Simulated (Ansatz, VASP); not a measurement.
# Cross-check of H28NO12F between VASP and Ansatz, part 2 of 2

Wanted: the spread between two codes on one cell, functional and k mesh. The structure shown is frame 133 of Ansatz's trajectory.

VASP 6.6.1 and Ansatz 0.2.0.

So far: Set-up; Ansatz: dynamics, PBE with D4.

**3. VASP: single point, PBE with D4**

Level of this step: PBE with D4; plane waves and PAW (N, H, O, F) (VASP).

The same cell, functional and mesh now go to VASP, with its own data sets.

Lines of VASP's logs that name or quote its potential files are left out, and so is its time.

The input, INCAR:

```
SYSTEM = H28NO12F
PREC = Accurate
ENCUT = 520
EDIFF = 1E-06
NELM = 120
ISMEAR = 0
SIGMA = 0.01
LREAL = Auto
ALGO = Normal
GGA = PE
IVDW = 13
NBANDS = 176
LORBIT = 11
LWAVE = .FALSE.
LCHARG = .FALSE.
ISIF = 2
LASPH = .TRUE.
GGA_COMPAT = .FALSE.
EFERMI = MIDGAP
NCORE = 2
```

The input, POSCAR:

```
H28NO12F
1.0
    9.2055800000      0.0000000000      0.0000000000
    0.0000000000      9.2055800000      0.0000000000
    0.0000000000      0.0000000000      9.2055800000
N H O F
2 56 24 2
Direct
    0.1294323660      0.8539494524      0.9234725025
    0.7905531210      0.6115421299      0.4796330052
    0.0878380287      0.7539666159      0.8932625647
    0.2350639503      0.8369054421      0.9007145666
    0.0933346948      0.9288931279      0.8471709550
    0.1044583829      0.8602282529      0.0299492264
    0.7175104665      0.6719185537      0.4262197493
    0.7379437254      0.5182508870      0.5090716717
    0.8832577632      0.5930967956      0.4187677474
    0.8317020763      0.6522891551      0.5754010068
    0.3157432774      0.3913930464      0.1366345195
    0.1890157926      0.4384623239      0.0303185677
    0.3657890106      0.7094827268      0.5921082648
    0.3744250770      0.6693223023      0.7481223345
    0.0292865849      0.3249876705      0.4004419059
    0.1156798377      0.1866476637      0.3950212806
    0.4716813063      0.2096771741      0.0773009414
    0.5022714484      0.3813122041      0.0761060140
    0.0536956933      0.6889842900      0.2912581282
    0.1165162869      0.5461252849      0.2556601540
    0.4604924405      0.0660686236      0.3648873835
    0.5354795678      0.2017037492      0.3147764725
    0.7962996357      0.4484779884      0.1901455422
    0.6933620695      0.5123957426      0.0636244539
    0.6611533440      0.2958097154      0.6821840666
    0.5114723896      0.3701342012      0.6385583527
    0.4627628026      0.6981091903      0.3383599947
    0.5259527374      0.8164721832      0.4335413955
    0.8345916281      0.2459160640      0.2569202592
    0.7385303262      0.2190736488      0.3847883566
    0.2396481265      0.9366710191      0.4298371205
    0.3401849748      0.8910356545      0.2905846237
    0.4234714162      0.7521633618      0.0891959007
    0.3251940671      0.6500187929      0.1899500086
    0.5232478562      0.6376458626      0.9360301035
    0.6042096207      0.5094844649      0.8337660419
    0.8458348089      0.1372645721      0.7584095733
    0.7278411572      0.0529678738      0.6702891073
    0.8162006088      0.9766359100      0.4842497702
    0.6638582251      0.0323847058      0.4600796473
    0.7451241530      0.7481983753      0.1383725958
    0.6930035913      0.8633893791      0.0227470730
    0.3101053926      0.2863915147      0.7672411733
    0.3638228118      0.1475409480      0.8526241693
    0.0865127455      0.6936445069      0.5915433900
    0.0062462115      0.8253472350      0.5497643820
    0.5151658016      0.9663160822      0.8961955683
    0.6013743838      0.0994831396      0.8651926332
    0.0303946085      0.9567240739      0.2782442823
    0.9297187141      0.8974882626      0.1470521140
    0.0529135590      0.0560529592      0.6223725175
    0.1262821028      0.1356785776      0.7686750862
    0.2490120123      0.3648982465      0.5598886762
    0.3024252682      0.5163064142      0.6283797436
    0.0451682566      0.2283289049      0.0033675227
    0.0700661990      0.2722805081      0.1672029356
    0.9395909872      0.5289291929      0.8416091110
    0.9278611451      0.5244210577      0.0003823768
    0.2381381727      0.4628062545      0.1244679857
    0.2979497218      0.6756119658      0.6680078822
    0.1255977353      0.2873583196      0.3682549063
    0.4822835715      0.2971458615      0.1353744142
    0.0676546182      0.5935747666      0.3392181698
    0.5439635525      0.1239356999      0.3817467232
    0.7881306773      0.5150897608      0.1079019464
    0.6130303577      0.3926422887      0.6659656426
    0.5111790892      0.7071254609      0.4349535825
    0.7996345695      0.2979605848      0.3453122997
    0.3314945935      0.9537910702      0.3779772703
    0.3870695817      0.7283951690      0.1898522418
    0.5711535829      0.5400202920      0.9322171987
    0.7376069732      0.1284112462      0.7534560560
    0.7197373767      0.9610366756      0.5259418744
    0.7644602513      0.8484310603      0.1008953265
    0.2763867133      0.2077001123      0.8378287951
    0.0031828521      0.7495345215      0.6279343616
    0.5125043723      0.0706636627      0.9179866994
    0.0264535206      0.8889065111      0.1845293833
    0.0455593238      0.0671331953      0.7318495956
    0.3328416026      0.4125432618      0.6082723739
    0.9998066390      0.2313379494      0.0944970333
    0.0011101962      0.5323836195      0.9238635697
    0.0646998885      0.9975254139      0.4341714482
    0.4512045955      0.7933557690      0.9278611451
```

The input, KPOINTS:

```
Automatic mesh
0
Gamma
1 1 1
0 0 0
```

The projector-augmented-wave data sets are N, H, O and F (PBE family, release 64).

Command:

```
mpirun -np 8 vasp_gam
```

Numbers of over 12 decimals in the logs are rounded to 6 here.

Output:

```text
[banner, memory and clock lines left out]
running    8 mpi-ranks, on    1 nodes
[...]
LDA part: xc-table for (Slater+PW92), standard interpolation
 POSCAR, INCAR and KPOINTS ok, starting setup
[...]
entering main loop
       N       E                     dE             d eps       ncg     rms          rms(c)
DAV:   1     0.174168115209E+04    0.17417E+04   -0.12426E+05   368   0.119E+03
DAV:   2    -0.272903749329E+03   -0.20146E+04   -0.19182E+04   448   0.305E+02
DAV:   3    -0.445143809125E+03   -0.17224E+03   -0.17097E+03   432   0.916E+01
DAV:   4    -0.447716154916E+03   -0.25723E+01   -0.25648E+01   440   0.124E+01
[...]
DAV:  16    -0.407794187807E+03    0.31643E-05   -0.44818E-05   448   0.265E-02    0.880E-03
DAV:  17    -0.407794186936E+03    0.87093E-06   -0.11273E-05   424   0.112E-02    0.595E-03
DAV:  18    -0.407794186247E+03    0.68918E-06   -0.29145E-06   368   0.527E-03
   1 F= -.41046006E+03 E0= -.41046006E+03  d E =0.000000E+00
```

Parts of OUTCAR (step 3):

```text
  FREE ENERGIE OF THE ION-ELECTRON SYSTEM (eV)
  ---------------------------------------------------
  free  energy   TOTEN  =      -410.4600575370 eV

  energy  without entropy=     -410.4600575370  energy(sigma->0) =     -410.46005754

[... 1 further part left out ...]
```

The run ends at a pressure of 0.89 GPa, with forces up to 3.6 eV/Å.

**4. Differences**

Known differences besides the potentials themselves: fixed occupations in Ansatz, narrow Gaussian smearing in VASP; the cutoff is 420 eV in Ansatz and 520 eV in VASP (PREC = Accurate, projectors in real space). Total energies have different zeros and are not compared.

Forces on 8 of the 84 atoms, those with the largest forces and the largest differences (eV/Å; atoms numbered as in POSCAR):

```csv
atom,"Ansatz x, y, z","VASP x, y, z"
N1,"0.083, -2.057, -2.342","0.092, -2.053, -2.335"
H21,"-1.976, -1.352, 0.215","-2.111, -1.476, 0.230"
H34,"-2.009, -2.562, -0.734","-2.170, -2.754, -0.703"
H55,"0.871, 0.052, -1.380","0.918, 0.029, -1.559"
O64,"2.121, 0.699, 0.982","2.246, 0.673, 1.061"
O70,"1.912, 2.706, 0.019","2.038, 2.855, 0.040"
O78,"1.218, 0.692, 2.407","1.314, 0.670, 2.428"
O81,"-0.608, 0.281, 2.347","-0.684, 0.280, 2.459"
```

The forces differ by 60 meV/Å r.m.s., which is 7.4 % of the r.m.s. force of 0.807 eV/Å (both taken over all components).

**5. What came out**

| Item | Value |
| --- | --- |
| r.m.s. force difference (single point, PBE with D4) | 7.4 % of the r.m.s. force |

What this shows: The r.m.s. force difference is 7.4 % of the r.m.s. force (single point, PBE with D4), beyond the 3 % picked in this series as the mark of a large difference. What causes the difference of the single point, PBE with D4 pair stays open here. 2 further runs of this series are not shown here. How closely two codes agree says nothing of how well the functional describes the real material.

[Lines on the potential files, build, host, timing and source positions are cut from VASP's logs without a mark.]

[Logs are printed without paths, hosts, clocks, repeated set-up lines and the standing remarks that a program may print on its own settings, such as how far it seeks lower states.]

[Hosts, paths, dates, database ids (printed as entryN), source tags and the programs' standing remarks are cut or masked in the printed files.]
